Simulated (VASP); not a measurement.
Input:

```yaml
crystal:
  lattice:
    - [3.51243, 0.00000, 0.00000]
    - [0.00000, 3.51243, 0.00000]
    - [0.00000, 0.00000, 3.51243]
  atoms:
    - { symbol: Fe, position: [0.00000, 0.00000, 0.00000], spin: 3.2 }
    - { symbol: Ni, position: [0.00000, 0.50000, 0.50000], spin: 0.7 }
    - { symbol: Ni, position: [0.50000, 0.00000, 0.50000], spin: 0.7 }
    - { symbol: Ni, position: [0.50000, 0.50000, 0.00000], spin: 0.7 }
```

All values below come from r2SCAN meta-GGA, VASP's PBE PAW potentials (set 64) (plane waves; VASP). Run with 520 eV cut-off, 10×10×10 Γ-centred mesh, tetrahedra with Blöchl corrections, potentials Fe Ni.

The cores are frozen, which limits the accuracy of field gradients.

Question: Give the principal components of the electric field gradient (V/Å²) and the asymmetry η at each nucleus.

Answer: 
```tsv
atom	Vxx	Vyy	Vzz	η
Fe1	0.0	0.0	0.0	-
Ni2	-6.4	-6.4	12.8	0.00
Ni3	-6.4	-6.4	12.8	0.00
Ni4	-6.4	-6.4	12.8	0.00
```

The compound is Ni3Fe in the L1_2 structure. It was relaxed first.
